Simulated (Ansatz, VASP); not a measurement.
## La3TlC: VASP beside Ansatz

One calculation is typed for both programs; each brings its own data sets. How far apart do they land? The cell is taken from a series of runs on this material, whose earlier steps may have relaxed, scaled, displaced or heated it; both programs get it as it stands.

Calculated with Ansatz 0.2.0; plane waves, with VASP 6.6.1 beside it; zone-centre phonons at PBEsol.

## (1) The starting structure

It takes space group Pm-3m (No. 221, cubic). Conventional cell: a = 5.163 Å, b = 5.163 Å, c = 5.163 Å, α = 90.00°, β = 90.00°, γ = 90.00°. Nearest to La lie 2 C at 2.58 Å and 4 Tl at 3.65 Å and 8 La at 3.65 Å. Tl has 12 La at 3.65 Å nearest. C has 6 La at 2.58 Å nearest. Farther neighbours are not listed.

## (2) VASP: zone-centre phonons, PBEsol

Second derivatives magnify differences that forces hide, and they need a tight electronic threshold.

Lines of VASP's logs that name or quote its potential files are left out, and so is its time.

Input file INCAR:

```
SYSTEM = La3TlC
PREC = Accurate
ENCUT = 600
EDIFF = 1E-08
NELM = 200
ISMEAR = 1
SIGMA = 0.2
LREAL = .FALSE.
ALGO = Normal
GGA = PS
NBANDS = 31
LASPH = .TRUE.
LORBIT = 11
LWAVE = .FALSE.
LCHARG = .FALSE.
ISIF = 2
IBRION = 8
GGA_COMPAT = .FALSE.
LMAXMIX = 6
KPAR = 2
```

Input file POSCAR:

```
La3TlC
1.0
    5.1631067513      0.0000000000      0.0000000000
    0.0000000000      5.1631067513      0.0000000000
    0.0000000000      0.0000000000      5.1631067513
La Tl C
3 1 1
Direct
    0.5000000000      0.0000000000      0.5000000000
    0.0000000000      0.5000000000      0.5000000000
    0.5000000000      0.5000000000      0.0000000000
    0.0000000000      0.0000000000      0.0000000000
    0.5000000000      0.5000000000      0.5000000000
```

Input file KPOINTS:

```
Automatic mesh
0
Gamma
8 8 8
0 0 0
```

Potentials, in the order of the species: La, Tl_d and C (PBE family, release 64).

Run with:

```sh
mpirun -np 2 vasp_std
```

Numbers of over 12 decimals in the logs are rounded to 6 here.

What it wrote:

```text
[banner, memory and clock lines left out]
running    2 mpi-ranks, on    1 nodes
 distrk:  each k-point on    1 cores,    2 groups
 distr:  one band on    1 cores,    1 groups

 POSCAR found type information on POSCAR LaTlC
 POSCAR found :  3 types and       5 ions
|                                                                             |
|               ----> ADVICE to this user running VASP <----                  |
|                                                                             |
|     You enforced a specific xc type in the INCAR file but a different       |
|     [... a line on the potential file left out ...]
|     I HOPE YOU KNOW WHAT YOU ARE DOING!                                     |
|                                                                             |

 LDA part: xc-table for (Slater+PW92), standard interpolation
 POSCAR, INCAR and KPOINTS ok, starting setup
 FFT: planning ... GRIDC
 FFT: planning ... GRID_SOFT
 FFT: planning ... GRID
 WAVECAR not read
 entering main loop
       N       E                     dE             d eps       ncg     rms          rms(c)
DAV:   1     0.645237718019E+03    0.64524E+03   -0.20079E+04  2170   0.254E+03
DAV:   2     0.158492049267E+03   -0.48675E+03   -0.47412E+03  3074   0.425E+02
DAV:   3    -0.763789669930E+01   -0.16613E+03   -0.16179E+03  3725   0.248E+02
DAV:   4    -0.324680501133E+02   -0.24830E+02   -0.23722E+02  4028   0.119E+02
DAV:   5    -0.348232897059E+02   -0.23552E+01   -0.23127E+01  4252   0.345E+01    0.107E+01
DAV:   6    -0.301296790423E+02    0.46936E+01   -0.43927E+01  3684   0.265E+01    0.610E+00
DAV:   7    -0.298500558618E+02    0.27962E+00   -0.59492E+00  4150   0.167E+01    0.231E+00
DAV:   8    -0.297958355482E+02    0.54220E-01   -0.43143E-01  3684   0.407E+00    0.984E-01
DAV:   9    -0.297886614773E+02    0.71741E-02   -0.57506E-02  4268   0.167E+00    0.362E-01
DAV:  10    -0.297883163484E+02    0.34513E-03   -0.90836E-03  4228   0.513E-01    0.142E-01
DAV:  11    -0.297884044161E+02   -0.88068E-04   -0.23218E-03  3605   0.221E-01    0.707E-02
DAV:  12    -0.297883535879E+02    0.50828E-04   -0.15992E-03  3989   0.155E-01    0.428E-02
DAV:  13    -0.297882921263E+02    0.61462E-04   -0.25628E-04  3917   0.744E-02    0.702E-03
DAV:  14    -0.297882950161E+02   -0.28898E-05   -0.49592E-05  4140   0.340E-02    0.590E-03
DAV:  15    -0.297882942974E+02    0.71867E-06   -0.51985E-06  3709   0.104E-02    0.119E-03
DAV:  16    -0.297882943899E+02   -0.92457E-07   -0.49480E-07  3484   0.443E-03    0.638E-04
DAV:  17    -0.297882943556E+02    0.34333E-07   -0.55962E-08  2493   0.179E-03    0.441E-04
DAV:  18    -0.297882943301E+02    0.25478E-07   -0.63060E-08  2365   0.189E-03    0.276E-04
DAV:  19    -0.297882943288E+02    0.12687E-08   -0.76099E-09  1799   0.118E-03
   1 F= -.29788294E+02 E0= -.29787228E+02  d E =-.319759E-02
 Linear response reoptimize wavefunctions to high precision
DAV:   1    -0.297882943305E+02   -0.16844E-08   -0.13236E-08  2565   0.122E-03
DAV:   2    -0.297882943308E+02   -0.26193E-09   -0.14938E-09  1778   0.640E-04
DAV:   3    -0.297882943308E+02   -0.90949E-10   -0.11156E-09  1757   0.655E-04
 Linear response DOF=           4
 Linear response progress:
  Degree of freedom:   1/  4
       N       E                     dE             d eps       ncg     rms          rms(c)
RMM:   1    -0.285524307693E+00   -0.28552E+00   -0.63249E-02 10089   0.152E+01
RMM:   2    -0.280598542139E+00    0.49258E-02   -0.93414E-02 14268   0.174E+00    0.103E-01
RMM:   3    -0.284283556630E+00   -0.36850E-02   -0.37424E-02 17642   0.615E-01    0.663E-02
RMM:   4    -0.285228457490E+00   -0.94490E-03   -0.55084E-03 17993   0.235E-01    0.584E-02
RMM:   5    -0.286274676910E+00   -0.10462E-02   -0.20542E-03 17504   0.158E-01    0.330E-02
RMM:   6    -0.287140113584E+00   -0.86544E-03   -0.91363E-04 18620   0.103E-01    0.944E-03
RMM:   7    -0.287276262913E+00   -0.13615E-03   -0.46271E-04 19465   0.555E-02    0.606E-03
RMM:   8    -0.287298633847E+00   -0.22371E-04   -0.15404E-04 20450   0.315E-02    0.748E-03
RMM:   9    -0.287276105297E+00    0.22529E-04   -0.68900E-05 19274   0.213E-02    0.120E-02
RMM:  10    -0.287389836178E+00   -0.11373E-03   -0.37362E-05 17686   0.222E-02    0.355E-03
RMM:  11    -0.287452134391E+00   -0.62298E-04   -0.18437E-05 18935   0.135E-02    0.163E-03
RMM:  12    -0.287448576573E+00    0.35578E-05   -0.13991E-05 19428   0.897E-03    0.129E-03
RMM:  13    -0.287440953588E+00    0.76230E-05   -0.93061E-06 19067   0.670E-03    0.968E-04
RMM:  14    -0.287436187788E+00    0.47658E-05   -0.82014E-06 19060   0.509E-03    0.684E-04
[...]
RMM:  22    -0.287440680745E+00   -0.34810E-06   -0.20494E-06 19533   0.239E-03    0.372E-05
RMM:  23    -0.287440563939E+00    0.11681E-06   -0.16173E-06 19665   0.231E-03    0.698E-05
RMM:  24    -0.287440772053E+00   -0.20811E-06   -0.16390E-06 19593   0.224E-03    0.710E-05
RMM:  25    -0.287440888774E+00   -0.11672E-06   -0.13981E-06 19905   0.219E-03    0.781E-05
RMM:  26    -0.287440822973E+00    0.65801E-07   -0.12328E-06 19815   0.214E-03    0.958E-05
RMM:  27    -0.287440793924E+00    0.29049E-07   -0.11277E-06 19890   0.211E-03    0.109E-04
RMM:  28    -0.287440914924E+00   -0.12100E-06   -0.10378E-06 19565   0.208E-03    0.106E-04
RMM:  29    -0.287440981423E+00   -0.66499E-07   -0.91003E-07 20080   0.206E-03    0.107E-04
 first order change of Fermi-energy  -0.73002E-03
 force on displaced ion       1 direction 1 :  -1.207   0.000   0.000
 Linear response progress:
  Degree of freedom:   2/  4
       N       E                     dE             d eps       ncg     rms          rms(c)
RMM:   1    -0.289197015828E+00   -0.28920E+00   -0.21420E-01  6015   0.167E+01
RMM:   2    -0.275873332455E+00    0.13324E-01   -0.11877E-01  8613   0.179E+00    0.130E-01
RMM:   3    -0.279243128466E+00   -0.33698E-02   -0.30515E-02 10179   0.605E-01    0.925E-02
RMM:   4    -0.279966945470E+00   -0.72382E-03   -0.39165E-03 10330   0.234E-01    0.627E-02
RMM:   5    -0.280877277003E+00   -0.91033E-03   -0.15122E-03  9934   0.166E-01    0.182E-02
RMM:   6    -0.281025218063E+00   -0.14794E-03   -0.79433E-04 11295   0.769E-02    0.144E-02
RMM:   7    -0.281162452684E+00   -0.13723E-03   -0.27912E-04 11509   0.473E-02    0.915E-03
RMM:   8    -0.281240934150E+00   -0.78481E-04   -0.11100E-04 11400   0.288E-02    0.721E-03
RMM:   9    -0.281335203280E+00   -0.94269E-04   -0.57434E-05 10787   0.235E-02    0.245E-03
RMM:  10    -0.281346970028E+00   -0.11767E-04   -0.27847E-05 11483   0.145E-02    0.148E-03
RMM:  11    -0.281349380599E+00   -0.24106E-05   -0.15561E-05 11701   0.100E-02    0.894E-04
RMM:  12    -0.281353749272E+00   -0.43687E-05   -0.10029E-05 11046   0.786E-03    0.204E-04
RMM:  13    -0.281353873409E+00   -0.12414E-06   -0.69662E-06 11547   0.568E-03    0.411E-04
RMM:  14    -0.281355330128E+00   -0.14567E-05   -0.49883E-06 11442   0.458E-03    0.465E-04
RMM:  15    -0.281354090421E+00    0.12397E-05   -0.38115E-06 11294   0.394E-03    0.802E-04
RMM:  16    -0.281356398823E+00   -0.23084E-05   -0.34043E-06 10990   0.352E-03    0.677E-04
RMM:  17    -0.281359496932E+00   -0.30981E-05   -0.25968E-06 11171   0.330E-03    0.399E-04
RMM:  18    -0.281360820541E+00   -0.13236E-05   -0.21719E-06 11475   0.292E-03    0.321E-04
RMM:  19    -0.281361904140E+00   -0.10836E-05   -0.17341E-06 11376   0.272E-03    0.259E-04
RMM:  20    -0.281362337757E+00   -0.43362E-06   -0.15425E-06 11563   0.253E-03    0.248E-04
RMM:  21    -0.281362403185E+00   -0.65427E-07   -0.13468E-06 11486   0.239E-03    0.278E-04
 first order change of Fermi-energy  -0.92398E-03
 force on displaced ion       1 direction 2 :   0.000  -5.957  -0.000
 Linear response progress:
  Degree of freedom:   3/  4
       N       E                     dE             d eps       ncg     rms          rms(c)
RMM:   1    -0.342553753198E+00   -0.34255E+00   -0.22126E-01  9515   0.205E+00
RMM:   2    -0.343489878308E+00   -0.93613E-03   -0.94940E-03  8426   0.410E-01    0.521E-02
RMM:   3    -0.343455736096E+00    0.34142E-04   -0.76291E-04  9048   0.101E-01    0.305E-02
RMM:   4    -0.343333772416E+00    0.12196E-03   -0.23452E-04  9536   0.684E-02    0.873E-03
RMM:   5    -0.343309224699E+00    0.24548E-04   -0.44221E-05  9603   0.275E-02    0.456E-03
RMM:   6    -0.343291566970E+00    0.17658E-04   -0.16243E-05 10783   0.117E-02    0.153E-03
RMM:   7    -0.343284402043E+00    0.71649E-05   -0.49616E-06 10769   0.680E-03    0.816E-04
RMM:   8    -0.343278547500E+00    0.58545E-05   -0.13059E-06 10995   0.437E-03    0.308E-04
RMM:   9    -0.343276752682E+00    0.17948E-05   -0.54368E-07 11713   0.299E-03    0.211E-04
RMM:  10    -0.343275705031E+00    0.10477E-05   -0.26793E-07 11317   0.254E-03    0.882E-05
RMM:  11    -0.343275706466E+00   -0.14346E-08   -0.16971E-07 11808   0.209E-03    0.516E-05
RMM:  12    -0.343275895191E+00   -0.18873E-06   -0.13642E-07 11366   0.192E-03    0.200E-05
RMM:  13    -0.343276010723E+00   -0.11553E-06   -0.10351E-07 11808   0.179E-03    0.123E-05
RMM:  14    -0.343276019919E+00   -0.91961E-08   -0.11666E-07 11456   0.174E-03    0.432E-06
RMM:  15    -0.343276027859E+00   -0.79403E-08   -0.72692E-08 11682   0.169E-03    0.385E-06
 first order change of Fermi-energy   0.15209E-03
 force on displaced ion       4 direction 1 :  -1.657   0.000  -0.000
 Linear response progress:
  Degree of freedom:   4/  4
       N       E                     dE             d eps       ncg     rms          rms(c)
RMM:   1    -0.122521348107E+00   -0.12252E+00    0.15992E-02 10165   0.115E+00
RMM:   2    -0.121121995096E+00    0.13994E-02   -0.11006E-02  8103   0.493E-01    0.166E-01
RMM:   3    -0.121148235519E+00   -0.26240E-04   -0.36934E-03  8406   0.287E-01    0.754E-02
RMM:   4    -0.121837582201E+00   -0.68935E-03   -0.13860E-03  9358   0.168E-01    0.270E-02
RMM:   5    -0.121860824704E+00   -0.23243E-04   -0.26364E-04  8582   0.917E-02    0.128E-02
RMM:   6    -0.121988002116E+00   -0.12718E-03   -0.90354E-05  9815   0.338E-02    0.593E-03
RMM:   7    -0.122004206849E+00   -0.16205E-04   -0.32939E-05  9832   0.195E-02    0.446E-03
RMM:   8    -0.122002772668E+00    0.14342E-05   -0.71685E-06 10690   0.946E-03    0.123E-03
RMM:   9    -0.122012470052E+00   -0.96974E-05   -0.26417E-06 10731   0.505E-03    0.982E-04
RMM:  10    -0.122011366227E+00    0.11038E-05   -0.10185E-06 11187   0.293E-03    0.391E-04
RMM:  11    -0.122013876606E+00   -0.25104E-05   -0.38083E-07 11579   0.178E-03    0.255E-04
RMM:  12    -0.122013245041E+00    0.63157E-06   -0.25714E-07 10874   0.133E-03    0.113E-04
RMM:  13    -0.122013614876E+00   -0.36984E-06   -0.10832E-06 11959   0.868E-04    0.727E-05
RMM:  14    -0.122013620766E+00   -0.58892E-08   -0.30199E-07 11625   0.703E-04    0.421E-05
[...]
RMM:  19    -0.122013560896E+00    0.41331E-07   -0.43777E-07 11264   0.474E-04    0.210E-05
RMM:  20    -0.122013610040E+00   -0.49144E-07   -0.29994E-07 11034   0.463E-04    0.169E-05
RMM:  21    -0.122013689232E+00   -0.79192E-07   -0.34136E-07 10981   0.459E-04    0.106E-05
RMM:  22    -0.122013718208E+00   -0.28976E-07   -0.33261E-07 11225   0.449E-04    0.101E-05
RMM:  23    -0.122013730830E+00   -0.12622E-07   -0.18205E-07 11019   0.443E-04    0.121E-05
RMM:  24    -0.122013676724E+00    0.54106E-07   -0.28803E-07 10825   0.442E-04    0.135E-05
RMM:  25    -0.122013706810E+00   -0.30086E-07   -0.11412E-07 10669   0.436E-04    0.134E-05
RMM:  26    -0.122013706984E+00   -0.17448E-09   -0.16757E-07 10715   0.433E-04    0.129E-05
 first order change of Fermi-energy   0.25632E-02
 force on displaced ion       5 direction 1 :   0.913   0.000  -0.000
 Linear response finished
```

(Continued in part 2 of 2.)

[Lines on the potential files, build, host, timing and source positions are cut from VASP's logs without a mark.]

[Logs are printed without paths, hosts, clocks, repeated set-up lines and the standing remarks that a program may print on its own settings, such as how far it seeks lower states.]

[Hosts, paths, dates, database ids (printed as entryN), source tags and the programs' standing remarks are cut or masked in the printed files.]
